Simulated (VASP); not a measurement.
Input:

```
CaSe
1.0
    0.00000     3.01920     3.01920
    3.01920     0.00000     3.01920
    3.01920     3.01920     0.00000
Ca Se
1 1
Direct
  0.00000   0.00000   0.00000
  0.50000   0.50000   0.50000
```

The numbers are results of PBE GGA, VASP's PBE PAW potentials (set 64) (plane waves; VASP), not measurements. Settings: 400 eV cut-off, 7×7×7 Γ-centred mesh, Gaussian smearing of 0.050 eV, potentials Ca_sv Se.

**Question.** Estimate the energy per atom (σ→0), pressure.

**Answer.** 
```
Quantity                        Value
---------------------  --------------
energy per atom (σ→0)  -4.738 eV/atom
pressure                    -1.64 GPa
```

The compound is CaSe in the rock salt structure. The cell was not relaxed at this level.
